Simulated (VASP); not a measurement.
Output of a VASP run:

File OSZICAR:
```
       N       E                     dE             d eps       ncg     rms          rms(c)
DAV:   1     0.570090108648E+02    0.57009E+02   -0.63242E+03  8000   0.993E+02
DAV:   2    -0.117925839479E+02   -0.68802E+02   -0.64560E+02  9152   0.201E+02
DAV:   3    -0.136304138746E+02   -0.18378E+01   -0.18243E+01 10144   0.322E+01
DAV:   4    -0.136462598181E+02   -0.15846E-01   -0.15837E-01  9080   0.349E+00
DAV:   5    -0.136465327213E+02   -0.27290E-03   -0.27289E-03 10040   0.469E-01    0.103E+01
DAV:   6    -0.123799936686E+02    0.12665E+01   -0.64386E+00  9000   0.297E+01    0.515E+00
DAV:   7    -0.123100457388E+02    0.69948E-01   -0.32165E-01  8560   0.643E+00    0.284E+00
DAV:   8    -0.122858375779E+02    0.24208E-01   -0.13528E-02  9568   0.904E-01    0.156E+00
DAV:   9    -0.122776133649E+02    0.82242E-02   -0.50214E-03  8368   0.766E-01    0.278E-01
DAV:  10    -0.122776569826E+02   -0.43618E-04   -0.67341E-04  9120   0.296E-01    0.130E-01
DAV:  11    -0.122777034640E+02   -0.46481E-04   -0.12673E-04  8216   0.114E-01    0.215E-02
DAV:  12    -0.122777023639E+02    0.11001E-05   -0.29441E-06 10088   0.166E-02    0.935E-03
DAV:  13    -0.122777031932E+02   -0.82925E-06   -0.88590E-07  5928   0.766E-03
   1 F= -.12277703E+02 E0= -.12277994E+02  d E =0.871680E-03  mag=     0.0000    -0.0000     0.0000
```

OUTCAR:
```
------------------------ aborting loop because EDIFF is reached ----------------------------------------
  FORCE on cell =-STRESS in cart. coord.  units (eV):
  Direction    XX          YY          ZZ          XY          YZ          ZX
  --------------------------------------------------------------------------------------
  Total        2.6247206      3.1693784      2.5878921      0.0000000      0.0000000      0.0000000
  in kB       81.4343436     98.3328453     80.2917064      0.0000000      0.0000000      0.0000000
  external PRESSURE =      86.6862984 kB  Pullay stress =       0.0000000 kB
  volume of cell :       51.64
      direct lattice vectors                 reciprocal lattice vectors
     0.000000000  2.913354000  2.987777000    -0.168560330  0.171623496  0.167348500
     2.966297000  0.000000000  2.987777000     0.168560330 -0.171623496  0.167348500
     2.966297000  2.913354000  0.000000000     0.168560330  0.171623496 -0.167348500
 POSITION                                       TOTAL-FORCE (eV/Angst)
 -----------------------------------------------------------------------------------
      1.48315      1.45668      1.49389         0.396772      0.000000      0.000000
      4.44945      4.37003      4.48167         0.396772     -0.000000      0.000000
      0.07811      2.91335      2.98778        -0.793545      0.000000      0.000000
 -----------------------------------------------------------------------------------
    total drift:                               -0.000355     -0.000000     -0.000000
  FREE ENERGIE OF THE ION-ELECTRON SYSTEM (eV)
  ---------------------------------------------------
  free  energy   TOTEN  =       -12.2777031932 eV

  energy  without entropy=      -12.2785748730  energy(sigma->0) =      -12.27799375

 Ion:    1  E_soc:     -0.0004617

 Ion:    2  E_soc:     -0.0004617

 Ion:    3  E_soc:     -0.7736280
```
(Selected blocks of OUTCAR.)

File POSCAR:
```
AuAl2
1
    0.0000000000     2.9133540000     2.9877770000
    2.9662970000     0.0000000000     2.9877770000
    2.9662970000     2.9133540000     0.0000000000
Al Au
2 1
Direct
  0.2500000000   0.2500000000   0.2500000000
  0.7500000000   0.7500000000   0.7500000000
 -0.0131660000   0.0131660000   0.0131660000
```

**Question.** Write an INCAR and KPOINTS that could have produced this output.

**Answer.** Several could match; the one computed here: the input of the run itself, PBE GGA with spin-orbit coupling, plane waves, VASP's PBE PAW potentials (set 64).

### KPOINTS
```
Automatic mesh
0
Gamma
8 8 8
0 0 0
```

**INCAR**
```
ALGO  =  Normal
EDIFF  =  1E-6
ENCUT  =  400
GGA  =  PE
GGA_COMPAT  =  .False.
ISIF  =  2
ISMEAR  =  1
LASPH  =  .True.
LCHARG  =  .False.
LMAXMIX  =  6
LREAL  =  .False.
LSORBIT  =  .True.
LWAVE  =  .False.
MAGMOM  =  0 0 0 0 0 0 0 0 0
NELM  =  100
PREC  =  Accurate
SIGMA  =  0.1
SYSTEM  =  AuAl2
```

POTCAR, in this order: Al Au (PBE.64 set). Program: vasp_ncl.

The compound is AuAl2 in the fluorite structure. The cell was not relaxed at this level, atoms are displaced from their ideal sites. The run is one of a series of settings (GGA_COMPAT = .FALSE., LSORBIT = .TRUE., MAGMOM = 0 0 0 0 0 0 0 0 0, program vasp_ncl against the base run), some of them coarse on purpose.
